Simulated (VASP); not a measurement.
Method: PBEsol GGA, VASP's PBE PAW potentials (set 64) (plane waves; VASP 6.6.1).

A VASP calculation is set up with these files.

**KPOINTS**
```
Automatic
0
Gamma
  11 11 11
```

INCAR:
```
SYSTEM = In
PREC = Accurate
ENCUT = 400
EDIFF = 1E-6
NELM = 100
ALGO = Normal
LREAL = .FALSE.
LASPH = .TRUE.
ISMEAR = 1
SIGMA = 0.1
GGA = PS
LMAXMIX = 4
LWAVE = .FALSE.
LCHARG = .FALSE.
IBRION = 2
ISIF = 3
NSW = 60
EDIFFG = -0.01
```

**POSCAR**
```
In
1
    3.0844170000     0.0000000000     0.0000000000
    0.0000000000     3.0844170000     0.0000000000
    0.0000000000     0.0000000000     3.0844170000
In
1
Direct
  0.0000000000   0.0000000000   0.0000000000
```

POTCAR, in this order: In_d (PBE.64 set). Program: vasp_std.

Output of the run:

OSZICAR:
```
       N       E                     dE             d eps       ncg     rms          rms(c)
DAV:   1     0.637822442715E+02    0.63782E+02   -0.55952E+03  1130   0.133E+03
DAV:   2    -0.357413221841E+00   -0.64140E+02   -0.63442E+02  1126   0.257E+02
DAV:   3    -0.284803311837E+01   -0.24906E+01   -0.24835E+01  1396   0.615E+01
DAV:   4    -0.290351310064E+01   -0.55480E-01   -0.55466E-01  1526   0.904E+00
DAV:   5    -0.290559126686E+01   -0.20782E-02   -0.20780E-02  1358   0.138E+00    0.221E+00
DAV:   6    -0.287341580208E+01    0.32175E-01   -0.69177E-02  1308   0.571E+00    0.104E+00
DAV:   7    -0.286841908928E+01    0.49967E-02   -0.17933E-02  1510   0.267E+00    0.260E-01
DAV:   8    -0.286802173486E+01    0.39735E-03   -0.74142E-04  1254   0.533E-01    0.179E-02
DAV:   9    -0.286802574784E+01   -0.40130E-05   -0.21985E-05  1606   0.670E-02    0.103E-02
DAV:  10    -0.286802643027E+01   -0.68244E-06   -0.97156E-07   864   0.117E-02
   1 F= -.28680264E+01 E0= -.28679695E+01  d E =-.286803E+01
       N       E                     dE             d eps       ncg     rms          rms(c)
DAV:   1    -0.346908565357E+01   -0.60106E+00   -0.13676E+01  1278   0.796E+01    0.506E+00
DAV:   2    -0.294330437409E+01    0.52578E+00   -0.13169E+00  1268   0.279E+01    0.149E+00
DAV:   3    -0.288534727261E+01    0.57957E-01   -0.17784E-01  1470   0.958E+00    0.906E-01
DAV:   4    -0.288180670049E+01    0.35406E-02   -0.55699E-03  1188   0.583E-01    0.286E-01
DAV:   5    -0.288172998111E+01    0.76719E-04   -0.45311E-04  1342   0.233E-01    0.126E-01
DAV:   6    -0.288177733963E+01   -0.47359E-04   -0.10344E-04  1488   0.950E-02    0.158E-02
DAV:   7    -0.288177739109E+01   -0.51452E-07   -0.25084E-06  1272   0.229E-02
   2 F= -.28817774E+01 E0= -.28816638E+01  d E =-.137510E-01
       N       E                     dE             d eps       ncg     rms          rms(c)
DAV:   1    -0.288489065559E+01   -0.31133E-02   -0.74868E-02  1278   0.633E+00    0.332E-01
DAV:   2    -0.288224545915E+01    0.26452E-02   -0.59864E-03  1278   0.182E+00    0.113E-01
DAV:   3    -0.288190393906E+01    0.34152E-03   -0.11637E-03  1454   0.772E-01    0.516E-02
DAV:   4    -0.288189404428E+01    0.98948E-05   -0.18912E-05  1194   0.455E-02    0.309E-02
DAV:   5    -0.288189067257E+01    0.33717E-05   -0.73796E-06  1188   0.181E-02    0.954E-03
DAV:   6    -0.288189180483E+01   -0.11323E-05   -0.12245E-06  1262   0.912E-03    0.159E-03
DAV:   7    -0.288189165249E+01    0.15234E-06   -0.43364E-08   608   0.196E-03
   3 F= -.28818917E+01 E0= -.28817777E+01  d E =-.138652E-01
       N       E                     dE             d eps       ncg     rms          rms(c)
DAV:   1    -0.289383634344E+01   -0.11945E-01   -0.30001E-01  1272   0.126E+01    0.673E-01
DAV:   2    -0.288316354487E+01    0.10673E-01   -0.24350E-02  1274   0.369E+00    0.226E-01
DAV:   3    -0.288179785547E+01    0.13657E-02   -0.45990E-03  1442   0.154E+00    0.105E-01
DAV:   4    -0.288175162640E+01    0.46229E-04   -0.80137E-05  1176   0.916E-02    0.608E-02
DAV:   5    -0.288173454846E+01    0.17078E-04   -0.27641E-05  1178   0.368E-02    0.194E-02
DAV:   6    -0.288173693431E+01   -0.23858E-05   -0.47731E-06  1270   0.179E-02    0.304E-03
DAV:   7    -0.288173659534E+01    0.33897E-06   -0.16553E-07   604   0.373E-03
   4 F= -.28817366E+01 E0= -.28816286E+01  d E =-.137102E-01
       N       E                     dE             d eps       ncg     rms          rms(c)
DAV:   1    -0.288977204465E+01   -0.80351E-02   -0.19919E-01  1274   0.105E+01    0.531E-01
DAV:   2    -0.288288527560E+01    0.68868E-02   -0.15385E-02  1274   0.291E+00    0.185E-01
DAV:   3    -0.288195857059E+01    0.92671E-03   -0.31901E-03  1452   0.128E+00    0.771E-02
DAV:   4    -0.288192642983E+01    0.32141E-04   -0.49641E-05  1180   0.773E-02    0.486E-02
DAV:   5    -0.288190361790E+01    0.22812E-04   -0.20751E-05  1168   0.286E-02    0.153E-02
DAV:   6    -0.288190176292E+01    0.18550E-05   -0.36484E-06  1278   0.162E-02    0.267E-03
DAV:   7    -0.288190190075E+01   -0.13783E-06   -0.12437E-07   592   0.320E-03
   5 F= -.28819019E+01 E0= -.28817884E+01  d E =-.138755E-01
```

### OUTCAR
```
------------------------ aborting loop because EDIFF is reached ----------------------------------------
  FORCE on cell =-STRESS in cart. coord.  units (eV):
  Direction    XX          YY          ZZ          XY          YZ          ZX
  --------------------------------------------------------------------------------------
  Total       -0.0001927     -0.0001927     -0.0001927      0.0000000     -0.0000000      0.0000000
  in kB       -0.0112375     -0.0112375     -0.0112375      0.0000000     -0.0000000      0.0000000
  external PRESSURE =      -0.0112375 kB  Pullay stress =       0.0000000 kB
  volume of cell :       27.48
      direct lattice vectors                 reciprocal lattice vectors
     3.017501116  0.000000000 -0.000000000     0.331400043 -0.000000000 -0.000000000
     0.000000000  3.017501116 -0.000000000    -0.000000000  0.331400043 -0.000000000
     0.000000000  0.000000000  3.017501116     0.000000000  0.000000000  0.331400043
 POSITION                                       TOTAL-FORCE (eV/Angst)
 -----------------------------------------------------------------------------------
      0.00000      0.00000      0.00000        -0.000000     -0.000000      0.000000
 -----------------------------------------------------------------------------------
    total drift:                               -0.000000     -0.000000     -0.000000
  FREE ENERGIE OF THE ION-ELECTRON SYSTEM (eV)
  ---------------------------------------------------
  free  energy   TOTEN  =        -2.8819019007 eV

  energy  without entropy=       -2.8815614187  energy(sigma->0) =       -2.88178841

 reached required accuracy - stopping structural energy minimisation
```
(Selected blocks of OUTCAR.)

**CONTCAR**
```
In
   1.00000000000000
     3.0175011159747114    0.0000000000000000   -0.0000000000000000
     0.0000000000000000    3.0175011159747114   -0.0000000000000000
     0.0000000000000000    0.0000000000000000    3.0175011159747114
  In
     1
Direct
     0.0000000000000000    0.0000000000000000    0.0000000000000000
```

### OUTCAR
```
 val. band max:        6.5722038002   @ k =   0.3636   0.2727   0.0909

 cond. band min:       6.6505971795   @ k =   0.4545   0.4545   0.0000


 Fermi energy:         6.6240031812

 k-point     1 :       0.0000    0.0000    0.0000
  band No.  band energies     occupation
      1      -8.3139      2.00000
      2      -8.3139      2.00000
      3      -7.5261      2.00000
      4      -7.5261      2.00000
      5      -7.5261      2.00000
      6      -2.6298      2.00000
      7      14.0754      0.00000
      8      14.0754      0.00000
      9      14.0754      0.00000
     10      17.3521      0.00000

 k-point     2 :       0.0909    0.0000    0.0000
  band No.  band energies     occupation
      1      -8.3097      2.00000
      2      -8.2702      2.00000
      3      -7.5437      2.00000
      4      -7.5437      2.00000
      5      -7.5246      2.00000
      6      -2.4860      2.00000
      7      12.4086      0.00000
      8      14.2430      0.00000
      9      14.2430      0.00000
     10      17.4332      0.00000

 k-point     3 :       0.1818    0.0000    0.0000
  band No.  band energies     occupation
      1      -8.2987      2.00000
      2      -8.1544      2.00000
      3      -7.5906      2.00000
      4      -7.5906      2.00000
      5      -7.5207      2.00000
      6      -2.0496      2.00000
      7       9.8740      0.00000
      8      14.7300      0.00000
      9      14.7300      0.00000
     10      17.6779      0.00000

 k-point     4 :       0.2727    0.0000    0.0000
  band No.  band energies     occupation
      1      -8.2842      2.00000
      2      -8.0052      2.00000
      3      -7.6513      2.00000
      4      -7.6513      2.00000
      5      -7.5155      2.00000
      6      -1.3122      2.00000
      7       7.4298     -0.00000
      8      15.4849      0.00000
      9      15.4849      0.00000
     10      18.0893      0.00000

 k-point     5 :       0.3636    0.0000    0.0000
...
```

Energy and stress use the plane-wave basis of the starting cell. Unless said otherwise, spin-orbit coupling is left out, though it shifts the bands of the heavy elements here.

The structure was generated: In was put into the simple-cubic type (Pm-3m), which need not be its known phase. This run relaxes it. Symmetry was kept, so distortions that lower it aren't found.
